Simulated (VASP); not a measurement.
A convergence study with VASP on CdSe (wurtzite): one setting is varied, all else stays as given below, so the limit is that of these other settings.

```xyz
4
Lattice="2.1500 -3.7239 0.0000 2.1500 3.7239 0.0000 0.0000 0.0000 7.0100" Properties=species:S:1:pos:R:3 pbc="T T T"
Cd     2.1500    -1.2413     3.5050
Cd     2.1500     1.2413     0.0000
Se     2.1500    -1.2413     6.1408
Se     2.1500     1.2413     2.6358
```

All values below come from PBE GGA, VASP's PBE PAW potentials (set 64) (plane waves; VASP). The tightest run used: 550 eV cut-off, 15×15×9 Γ-centred mesh, Gaussian smearing of 0.050 eV, potentials Cd Se.

```json
[
 {"setting": "1×1×1 mesh", "E (eV/atom)": "0.3369", "pressure (GPa)": "22.51", "irreducible k-points": "1"},
 {"setting": "2×2×1 mesh", "E (eV/atom)": "-2.4792", "pressure (GPa)": "4.44", "irreducible k-points": "2"},
 {"setting": "3×3×2 mesh", "E (eV/atom)": "-2.6768", "pressure (GPa)": "3.69", "irreducible k-points": "6"},
 {"setting": "4×4×2 mesh", "E (eV/atom)": "-2.7173", "pressure (GPa)": "3.38", "irreducible k-points": "8"}
]
```

Q: These are the cheaper rows. Estimate the results at 15×15×9 mesh, and how far the last row shown lies from them.

A: 
```json
[
 {"quantity": "E (eV/atom)", "tightest run": "-2.7308", "last row shown is off by": "0.0135"},
 {"quantity": "pressure (GPa)", "tightest run": "3.31", "last row shown is off by": "0.07"}
]
```

Left out are rungs that failed or repeat a setting and relaxations that didn't move; long series are thinned to 24 rows.

The compound is CdSe in the wurtzite structure. The cell was not relaxed at this level.
